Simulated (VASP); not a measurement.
These are r2SCAN+rVV10, VASP's PBE PAW potentials (set 64) (plane waves; VASP) values and carry that method's errors.

VASP ran on this input.

### INCAR
```
SYSTEM  =  Mg3Sb2
PREC  =  Accurate; ENCUT  =  520; LREAL  =  .False.
LASPH  =  .True.
EDIFF  =  1E-7; NELM  =  100; ALGO  =  Normal
LMAXMIX  =  4; LMIXTAU  =  .True.
ISMEAR  =  0; SIGMA  =  0.05
METAGGA  =  R2SCAN; LUSE_VDW  =  .True.; BPARAM  =  11.95
CPARAM  =  0.0093
IBRION  =  2; NSW  =  30; ISIF  =  4
EDIFFG  =  -0.01
LWAVE  =  .False.; LCHARG  =  .False.
```

KPOINTS:
```
Automatic mesh
0
Gamma
6 6 3
0 0 0
```

POSCAR:
```
Mg3Sb2
1
    2.2789621012    -3.9472783063     0.0000000000
    2.2789621012     3.9472783063     0.0000000000
    0.0000000000     0.0000000000     7.2204710237
Mg Sb
3 2
Direct
  0.0000000000   0.0000000000   1.0000000000
  0.3333330000   0.6666670000   0.6335677298
  0.6666670000   0.3333330000   0.3664322702
  0.3333330000   0.6666670000   0.2276640168
  0.6666670000   0.3333330000   0.7723359832
```

POTCAR, in this order: Mg Sb (PBE.64 set). Program: vasp_std.

Q: What will the output report for the number of irreducible k-points (NKPTS), largest plane-wave count, number of space-group operations, FFT grid (NGX, NGY, NGZ)?

A: 
```yaml
number of irreducible k-points (NKPTS): 17
largest_plane_wave_count: 3549
number_of_space_group_operations: 12
FFT grid (NGX, NGY, NGZ): 36 × 36 × 54
```

The compound is Mg3Sb2 in the a-la2o3 structure. It was relaxed first.
